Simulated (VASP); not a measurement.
Computed with revTPSS meta-GGA, VASP's PBE PAW potentials (set 64) (plane waves; VASP).

VASP ran on this input.

POSCAR:
```
Mg
1.0
  1.5823311472  -2.7406783852   0.0000000000
  1.5823311472   2.7406783852   0.0000000000
  0.0000000000   0.0000000000   5.0532417904
Mg
2
Cart
  1.5823311472   0.9135612889   1.2633104476
  1.5823311472  -0.9135612889   3.7899313428
```

INCAR:
```
SYSTEM = Mg
PREC = Accurate; ENCUT = 520; LREAL = .FALSE.
LASPH = .TRUE.
EDIFF = 1E-7; NELM = 100; ALGO = Normal
LMIXTAU = .TRUE.
ISMEAR = 1; SIGMA = 0.1
METAGGA = RTPSS
IBRION = 2; NSW = 30; ISIF = 4
EDIFFG = -0.01
LWAVE = .FALSE.; LCHARG = .FALSE.
```

### KPOINTS
```
Automatic mesh
0
Gamma
13 13 7
0 0 0
```

POTCAR, in this order: Mg (PBE.64 set). Program: vasp_std.

The resulting files:

**OSZICAR**
```
       N       E                     dE             d eps       ncg     rms          rms(c)
DAV:   1     0.836931189231E+01    0.83693E+01   -0.27835E+03  1008   0.130E+03
DAV:   2     0.103679794497E+00   -0.82656E+01   -0.77113E+01  1680   0.103E+02
DAV:   3    -0.134099856625E+00   -0.23778E+00   -0.21583E+00  1782   0.191E+01
DAV:   4    -0.139142490292E+00   -0.50426E-02   -0.50418E-02  1848   0.276E+00
DAV:   5    -0.139240916570E+00   -0.98426E-04   -0.98426E-04  1812   0.352E-01    0.802E-01
DAV:   6    -0.583439064163E+01   -0.56951E+01   -0.78151E+00  1290   0.333E+01    0.773E-01
DAV:   7    -0.601076908902E+01   -0.17638E+00   -0.22845E-01  1512   0.724E+00    0.703E-01
DAV:   8     0.841093263366E+03    0.84710E+03   -0.47646E+05  1008   0.888E+06    0.223E-01
DAV:   9    -0.601217602727E+01   -0.84711E+03   -0.11367E+00  1662   0.281E+01    0.117E-01
DAV:  10    -0.601662255473E+01   -0.44465E-02   -0.23413E-02  1746   0.728E+00    0.461E-02
DAV:  11    -0.599611411877E+01    0.20508E-01   -0.11349E-01  1626   0.145E+01    0.280E-02
DAV:  12    -0.604304663072E+01   -0.46933E-01   -0.30163E-01  1236   0.149E+01    0.764E-03
DAV:  13    -0.609612505467E+01   -0.53078E-01   -0.41494E-01  1008   0.114E+01    0.160E-02
DAV:  14    -0.603381968356E+01    0.62305E-01   -0.30957E+00  1008   0.832E+01    0.674E-03
DAV:  15    -0.603907952118E+01   -0.52598E-02   -0.25500E-02  1254   0.495E+00    0.451E-03
DAV:  16    -0.604032335461E+01   -0.12438E-02   -0.10680E-04  1788   0.278E-01    0.525E-03
DAV:  17    -0.603992265154E+01    0.40070E-03   -0.32708E-04  1164   0.468E-01    0.535E-03
DAV:  18    -0.603722198106E+01    0.27007E-02   -0.60795E-03  1062   0.227E+00    0.537E-03
DAV:  19    -0.603463059784E+01    0.25914E-02   -0.26558E-02  1008   0.567E+00    0.801E-03
DAV:  20    -0.603340972615E+01    0.12209E-02   -0.25998E-03  1110   0.196E+00    0.742E-03
DAV:  21    -0.603544964328E+01   -0.20399E-02   -0.27336E-04  1296   0.633E-01    0.798E-03
DAV:  22    -0.603539294110E+01    0.56702E-04   -0.52250E-06  1710   0.748E-02    0.798E-03
DAV:  23    -0.603481989367E+01    0.57305E-03   -0.50334E-04  1098   0.802E-01    0.830E-03
DAV:  24    -0.603484694660E+01   -0.27053E-04   -0.54152E-06  1272   0.876E-02    0.830E-03
DAV:  25    -0.603439361617E+01    0.45333E-03   -0.37989E-04  1086   0.762E-01    0.873E-03
DAV:  26    -0.603507661569E+01   -0.68300E-03   -0.60789E-04  1068   0.925E-01    0.837E-03
DAV:  27    -0.603468924742E+01    0.38737E-03   -0.15919E-04  1074   0.465E-01    0.858E-03
DAV:  28    -0.603483059956E+01   -0.14135E-03   -0.46387E-06  1152   0.727E-02    0.851E-03
DAV:  29    -0.603525168875E+01   -0.42109E-03   -0.43100E-03  1122   0.242E+00    0.657E-03
DAV:  30    -0.603961653925E+01   -0.43649E-02   -0.32806E-02  1206   0.584E+00    0.401E-03
DAV:  31    -0.609600504870E+01   -0.56389E-01   -0.43416E-01  1008   0.116E+01    0.153E-02
DAV:  32    -0.609625095101E+01   -0.24590E-03   -0.15210E-04  1506   0.116E-01    0.120E-02
DAV:  33    -0.609636092051E+01   -0.10997E-03   -0.46569E-06  1146   0.357E-02    0.101E-02
DAV:  34    -0.609643106534E+01   -0.70145E-04   -0.30417E-06  1194   0.278E-02    0.852E-03
DAV:  35    -0.609645689459E+01   -0.25829E-04   -0.76286E-07  1146   0.138E-02    0.736E-03
DAV:  36    -0.609650423387E+01   -0.47339E-04   -0.45409E-06  1062   0.332E-02    0.484E-03
DAV:  37    -0.609651940223E+01   -0.15168E-04   -0.32401E-06  1080   0.275E-02    0.224E-03
DAV:  38    -0.609651974625E+01   -0.34402E-06   -0.79288E-07  1098   0.141E-02    0.169E-03
DAV:  39    -0.609651997401E+01   -0.22776E-06   -0.20620E-08   690   0.233E-03    0.153E-03
DAV:  40    -0.609651966296E+01    0.31104E-06   -0.29787E-08   606   0.292E-03    0.117E-03
DAV:  41    -0.609652025503E+01   -0.59207E-06   -0.87371E-08  1080   0.509E-03    0.918E-04
DAV:  42    -0.609652018076E+01    0.74275E-07   -0.40310E-09   612   0.116E-03
   1 F= -.60965202E+01 E0= -.60960037E+01  d E =-.609652E+01
       N       E                     dE             d eps       ncg     rms          rms(c)
DAV:   1    -0.609761611792E+01   -0.10959E-02   -0.31172E-03  1374   0.321E-01    0.171E-02
DAV:   2    -0.609760834727E+01    0.77706E-05   -0.19338E-05  1134   0.324E-02    0.103E-02
DAV:   3    -0.609760443420E+01    0.39131E-05   -0.50303E-06  1170   0.140E-02    0.479E-04
DAV:   4    -0.609760428884E+01    0.14536E-06   -0.16904E-07  1140   0.318E-03    0.210E-04
DAV:   5    -0.609760455412E+01   -0.26528E-06   -0.30020E-08   630   0.235E-03    0.589E-05
DAV:   6    -0.609760431219E+01    0.24193E-06   -0.28859E-08   600   0.222E-03    0.578E-05
DAV:   7    -0.609760447318E+01   -0.16099E-06   -0.13180E-08   576   0.122E-03    0.718E-06
DAV:   8    -0.609760447400E+01   -0.82511E-09   -0.17545E-10   576   0.133E-04
   2 F= -.60976045E+01 E0= -.60972936E+01  d E =-.108429E-02
       N       E                     dE             d eps       ncg     rms          rms(c)
DAV:   1    -0.609810166847E+01   -0.49720E-03   -0.39852E-03  1356   0.362E-01    0.202E-02
DAV:   2    -0.609809099176E+01    0.10677E-04   -0.24956E-05  1110   0.368E-02    0.122E-02
DAV:   3    -0.609808569216E+01    0.52996E-05   -0.70427E-06  1164   0.164E-02    0.527E-04
DAV:   4    -0.609808561959E+01    0.72568E-07   -0.20357E-07  1128   0.299E-03
   3 F= -.60980856E+01 E0= -.60980463E+01  d E =-.156544E-02
```

### OUTCAR
```
------------------------ aborting loop because EDIFF is reached ----------------------------------------
  FORCE on cell =-STRESS in cart. coord.  units (eV):
  Direction    XX          YY          ZZ          XY          YZ          ZX
  --------------------------------------------------------------------------------------
  Total        0.3476452      0.3476453      0.3580184      0.0000000     -0.0000000      0.0000000
  in kB       12.7084111     12.7084154     13.0876134      0.0000000     -0.0000000      0.0000000
  external PRESSURE =      12.8348133 kB  Pullay stress =       0.0000000 kB
  volume of cell :       43.83
      direct lattice vectors                 reciprocal lattice vectors
     1.574555019 -2.727209746  0.000000000     0.317550034 -0.183337567  0.000000000
     1.574555019  2.727209746 -0.000000000     0.317550034  0.183337567  0.000000000
    -0.000000000  0.000000000  5.103277095    -0.000000000  0.000000000  0.195952519
 POSITION                                       TOTAL-FORCE (eV/Angst)
 -----------------------------------------------------------------------------------
      1.57456      0.90907      1.27582         0.000000     -0.000000      0.000000
      1.57456     -0.90907      3.82746        -0.000000      0.000000     -0.000000
 -----------------------------------------------------------------------------------
    total drift:                               -0.000000     -0.000006      0.000001
  FREE ENERGIE OF THE ION-ELECTRON SYSTEM (eV)
  ---------------------------------------------------
  free  energy   TOTEN  =        -6.0980856196 eV

  energy  without entropy=       -6.0979676923  energy(sigma->0) =       -6.09804631

 reached required accuracy - stopping structural energy minimisation
```
(Selected blocks of OUTCAR.)

CONTCAR:
```
Mg
   1.00000000000000
     1.5745550187952420   -2.7272097456012188    0.0000000000000000
     1.5745550187952420    2.7272097456012188   -0.0000000000000000
    -0.0000000000000000    0.0000000000000000    5.1032770949279076
  Mg
     2
Direct
     0.3333330000000032    0.6666669999999968    0.2500000000000000
     0.6666669999999968    0.3333330000000032    0.7500000000000000
```

The compound is Mg in the hcp structure. This cell is one point of a volume scan, at 0.97 of the reference volume. Symmetry was kept, so distortions that lower it aren't found.
